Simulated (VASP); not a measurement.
Calculation: r2SCAN meta-GGA, VASP's PBE PAW potentials (set 64) (plane waves; VASP 6.6.1).

A VASP calculation is set up with these files.

POSCAR:
```
AlGaN2
1
    3.1398231350     0.0000000000     0.0000000000
    0.0000000000     3.1398231350     0.0000000000
    0.0000000000     0.0000000000     4.4208443786
Al Ga N
1 1 2
Direct
  0.5000000000   0.5000000000   0.5000000000
  0.0000000000   0.0000000000   0.0000000000
  0.5000000000   0.0000000000   0.7384253305
  0.0000000000   0.5000000000   0.2615746695
```

**KPOINTS**
```
Automatic mesh
0
Gamma
8 8 6
0 0 0
```

### KPOINTS_OPT
```
k-points along high-symmetry lines
6
Line-mode
Reciprocal
  0.000000   0.000000   0.000000 ! GAMMA
  0.000000   0.500000   0.000000 ! X

  0.000000   0.500000   0.000000 ! X
  0.500000   0.500000   0.000000 ! M

  0.500000   0.500000   0.000000 ! M
  0.000000   0.000000   0.000000 ! GAMMA

  0.000000   0.000000   0.000000 ! GAMMA
  0.000000   0.000000   0.500000 ! Z

  0.000000   0.000000   0.500000 ! Z
  0.000000   0.500000   0.500000 ! R

  0.000000   0.500000   0.500000 ! R
  0.500000   0.500000   0.500000 ! A

  0.500000   0.500000   0.500000 ! A
  0.000000   0.000000   0.500000 ! Z

  0.000000   0.500000   0.000000 ! X
  0.000000   0.500000   0.500000 ! R

  0.500000   0.500000   0.000000 ! M
  0.500000   0.500000   0.500000 ! A
```

### INCAR
```
SYSTEM = AlGaN2
PREC = Accurate; ENCUT = 520; LREAL = .False.
LASPH = .True.
EDIFF = 1E-7; NELM = 100; ALGO = Normal
LMAXMIX = 4; LMIXTAU = .True.
ISMEAR = -5
METAGGA = R2SCAN
ISIF = 2
LWAVE = .False.; LCHARG = .False.; LORBIT = 11
NEDOS = 601
LEFG = .True.
```

POTCAR, in this order: Al Ga_d N (PBE.64 set). Program: vasp_std.

Output of the run:

**OUTCAR**
```
 ion  position               nearest neighbor table
   1  0.500  0.500  0.500-   3 1.89   4 1.89   3 1.89   4 1.89   2 3.13   2 3.13   2 3.13   2 3.13
                             2 3.13   2 3.13   2 3.13   2 3.13
   2  0.000  0.000  0.000-   3 1.95   4 1.95   4 1.95   3 1.95   1 3.13   1 3.13   1 3.13   1 3.13
                             1 3.13   1 3.13   1 3.13   1 3.13
   3  0.500  0.000  0.738-   1 1.89   1 1.89   2 1.95   2 1.95
   4  0.000  0.500  0.262-   1 1.89   1 1.89   2 1.95   2 1.95
  LATTYP: Found a simple tetragonal cell.
 ALAT       =     3.1398231350
 C/A-ratio  =     1.4079915296
 Subroutine PRICEL returns:
 Original cell was already a primitive cell.
 Subroutine GETGRP returns: Found  8 space group operations
The static configuration has the point symmetry D_2d.
The dynamic configuration has the point symmetry D_2d.
 Subroutine INISYM returns: Found  8 space group operations
 Subroutine IBZKPT returns following result:
 Found     60 irreducible k-points:

 Following reciprocal coordinates:
            Coordinates               Weight
  0.000000  0.000000  0.000000      1.000000
  0.125000  0.000000  0.000000      4.000000
  0.250000  0.000000  0.000000      4.000000
  0.375000  0.000000  0.000000      4.000000
  0.500000  0.000000  0.000000      2.000000
  0.125000  0.125000  0.000000      4.000000
  0.250000  0.125000  0.000000      8.000000
  0.375000  0.125000  0.000000      8.000000
  0.500000  0.125000  0.000000      4.000000
  0.250000  0.250000  0.000000      4.000000
  0.375000  0.250000  0.000000      8.000000
  0.500000  0.250000  0.000000      4.000000
  0.375000  0.375000  0.000000      4.000000
  0.500000  0.375000  0.000000      4.000000
  0.500000  0.500000  0.000000      1.000000
  0.000000  0.000000  0.166667      2.000000
  0.125000  0.000000  0.166667      8.000000
  0.250000  0.000000  0.166667      8.000000
  0.375000  0.000000  0.166667      8.000000
  0.500000  0.000000  0.166667      4.000000
  0.125000  0.125000  0.166667      8.000000
  0.250000  0.125000  0.166667     16.000000
  0.375000  0.125000  0.166667     16.000000
  0.500000  0.125000  0.166667      8.000000
  0.250000  0.250000  0.166667      8.000000
  0.375000  0.250000  0.166667     16.000000
  0.500000  0.250000  0.166667      8.000000
  0.375000  0.375000  0.166667      8.000000
  0.500000  0.375000  0.166667      8.000000
  0.500000  0.500000  0.166667      2.000000
  0.000000  0.000000  0.333333      2.000000
  0.125000  0.000000  0.333333      8.000000
  0.250000  0.000000  0.333333      8.000000
  0.375000  0.000000  0.333333      8.000000
  0.500000  0.000000  0.333333      4.000000
  0.125000  0.125000  0.333333      8.000000
  0.250000  0.125000  0.333333     16.000000
  0.375000  0.125000  0.333333     16.000000
  0.500000  0.125000  0.333333      8.000000
  0.250000  0.250000  0.333333      8.000000
   k-points           NKPTS =     60   k-points in BZ     NKDIM =     60   number of bands    NBANDS=     17
   number of dos      NEDOS =    601   number of ions     NIONS =      4
   total plane-waves  NPLWV =  20736
   dimension x,y,z NGX =    24 NGY =   24 NGZ =   36
   dimension x,y,z NGXF=    48 NGYF=   48 NGZF=   72
   ions per type =               1   1   2
   PREC   = accura    normal or accurate (medium, high low for compatibility)
   ISTART =      0    job   : 0-new  1-cont  2-samecut
   ICHARG =      2    charge: 1-file 2-atom 10-const
   ISPIN  =      1    spin polarized calculation?
   LNONCOLLINEAR =      F non collinear calculations
   LSORBIT =      F    spin-orbit coupling
   INIWAV =      1    electr: 0-lowe 1-rand  2-diag
   ENCUT  =  520.0 eV  38.22 Ry    6.18 a.u.   5.84  5.84  8.22*2*pi/ulx,y,z
...
```

**OSZICAR**
```
       N       E                     dE             d eps       ncg     rms          rms(c)
DAV:   1     0.149439763166E+03    0.14944E+03   -0.13995E+04  2144   0.234E+03
DAV:   2    -0.336496499561E+02   -0.18309E+03   -0.17859E+03  2393   0.418E+02
DAV:   3    -0.500107336619E+02   -0.16361E+02   -0.16279E+02  2468   0.117E+02
DAV:   4    -0.504170037172E+02   -0.40627E+00   -0.40588E+00  2875   0.187E+01
DAV:   5    -0.504216803246E+02   -0.46766E-02   -0.46738E-02  2702   0.180E+00    0.115E+01
DAV:   6    -0.414456579179E+02    0.89760E+01   -0.16453E+01  3039   0.617E+01    0.456E+00
DAV:   7    -0.405946913968E+02    0.85097E+00   -0.13589E+00  2238   0.119E+01    0.275E+00
DAV:   8    -0.427973522088E+02   -0.22027E+01   -0.18391E+00  2913   0.122E+01    0.216E+00
DAV:   9    -0.408892406602E+02    0.19081E+01   -0.10374E+00  2591   0.887E+00    0.328E-01
DAV:  10    -0.410654922384E+02   -0.17625E+00   -0.16851E-01  2227   0.427E+00    0.277E-01
DAV:  11    -0.410342715611E+02    0.31221E-01   -0.17831E-02  2327   0.150E+00    0.288E-01
DAV:  12    -0.410584287322E+02   -0.24157E-01   -0.85779E-03  2283   0.120E+00    0.194E-01
DAV:  13    -0.410745552477E+02   -0.16127E-01   -0.67159E-03  2081   0.879E-01    0.771E-02
DAV:  14    -0.410750968149E+02   -0.54157E-03   -0.77072E-04  2550   0.299E-01    0.327E-02
DAV:  15    -0.410751162610E+02   -0.19446E-04   -0.16212E-04  2506   0.290E-01    0.159E-02
DAV:  16    -0.410752043312E+02   -0.88070E-04   -0.44897E-05  2201   0.890E-02    0.848E-03
DAV:  17    -0.410751883415E+02    0.15990E-04   -0.36540E-05  2674   0.640E-02    0.700E-03
DAV:  18    -0.410752129563E+02   -0.24615E-04   -0.11876E-05  2109   0.698E-02    0.482E-03
DAV:  19    -0.410752161659E+02   -0.32096E-05   -0.27487E-06  2942   0.226E-02    0.432E-03
DAV:  20    -0.410752201034E+02   -0.39375E-05   -0.10158E-06  2105   0.180E-02    0.889E-04
DAV:  21    -0.410752202454E+02   -0.14203E-06   -0.85106E-08  1715   0.493E-03    0.550E-04
DAV:  22    -0.410752202243E+02    0.21149E-07   -0.14730E-07  1290   0.503E-03
   1 F= -.41075220E+02 E0= -.41075220E+02  d E =0.000000E+00
       N       E                     dE             ncg
```

### OUTCAR
```
------------------------ aborting loop because EDIFF is reached ----------------------------------------
  FORCE on cell =-STRESS in cart. coord.  units (eV):
  Direction    XX          YY          ZZ          XY          YZ          ZX
  --------------------------------------------------------------------------------------
  Total        0.0504876      0.0504876      0.0887227      0.0000000      0.0000000     -0.0000000
  in kB        1.8560090      1.8560090      3.2615942      0.0000000      0.0000000     -0.0000000
  external PRESSURE =       2.3245374 kB  Pullay stress =       0.0000000 kB
  volume of cell :       43.58
      direct lattice vectors                 reciprocal lattice vectors
     3.139823135  0.000000000  0.000000000     0.318489277  0.000000000  0.000000000
     0.000000000  3.139823135  0.000000000     0.000000000  0.318489277  0.000000000
     0.000000000  0.000000000  4.420844379     0.000000000  0.000000000  0.226201131
 POSITION                                       TOTAL-FORCE (eV/Angst)
 -----------------------------------------------------------------------------------
      1.56991      1.56991      2.21042        -0.000000     -0.000000      0.000000
      0.00000      0.00000      0.00000        -0.000000      0.000000      0.000000
      1.56991      0.00000      3.26446         0.000000      0.000000     -0.016192
      0.00000      1.56991      1.15638        -0.000000      0.000000      0.016192
 -----------------------------------------------------------------------------------
    total drift:                               -0.000000      0.000000      0.000000
  FREE ENERGIE OF THE ION-ELECTRON SYSTEM (eV)
  ---------------------------------------------------
  free  energy   TOTEN  =       -41.0752202243 eV

  energy  without entropy=      -41.0752202243  energy(sigma->0) =      -41.07522022

 total charge

# of ion       s       p       d       tot
------------------------------------------
    1        0.370   0.450   0.000   0.820
    2        0.755   0.892  10.193  11.840
    3        1.231   2.606   0.000   3.837
    4        1.231   2.606   0.000   3.837
--------------------------------------------------
tot          3.588   6.554  10.193  20.335
```
(Selected blocks of OUTCAR.)

File OUTCAR:
```
 val. band max:        5.3928108203   @ k =   0.0000   0.0000   0.0000

 cond. band min:       8.7650664474   @ k =   0.0000   0.0000   0.0000


 Fermi energy:         5.3981516259

 k-point     1 :       0.0000    0.0000    0.0000
  band No.  band energies     occupation
      1     -10.9004      2.00000
      2      -9.3012      2.00000
      3      -7.9336      2.00000
      4      -7.9336      2.00000
      5      -7.8624      2.00000
      6      -7.7076      2.00000
      7      -6.8427      2.00000
      8      -0.2141      2.00000
      9       2.9957      2.00000
     10       2.9957      2.00000
     11       5.1694      2.00000
     12       5.3928      2.00000
     13       5.3928      2.00000
     14       8.7651      0.00000
     15       9.4880      0.00000
     16      13.7631      0.00000
     17      17.4745      0.00000

 k-point     2 :       0.1250    0.0000    0.0000
  band No.  band energies     occupation
      1     -10.7669      2.00000
      2      -9.3034      2.00000
      3      -7.9400      2.00000
      4      -7.9309      2.00000
      5      -7.8402      2.00000
      6      -7.7190      2.00000
      7      -6.7880      2.00000
      8      -0.0771      2.00000
      9       2.3419      2.00000
     10       3.1224      2.00000
     11       4.4932      2.00000
     12       5.0306      2.00000
     13       5.3639      2.00000
     14       9.4966      0.00000
     15      10.0665      0.00000
     16      14.2317      0.00000
     17      17.1285      0.00000

 k-point     3 :       0.2500    0.0000    0.0000
  band No.  band energies     occupation
      1     -10.4080      2.00000
      2      -9.3244      2.00000
      3      -7.9242      2.00000
      4      -7.9231      2.00000
      5      -7.7678      2.00000
      6      -7.7462      2.00000
      7      -6.7212      2.00000
      8       0.2237      2.00000
      9       1.3197      2.00000
     10       2.9621      2.00000
     11       3.4741      2.00000
...
```

The structure comes from a computed database's AlGaN2 entry (P-4m2); how it stands against other phases isn't given here. It was relaxed first.
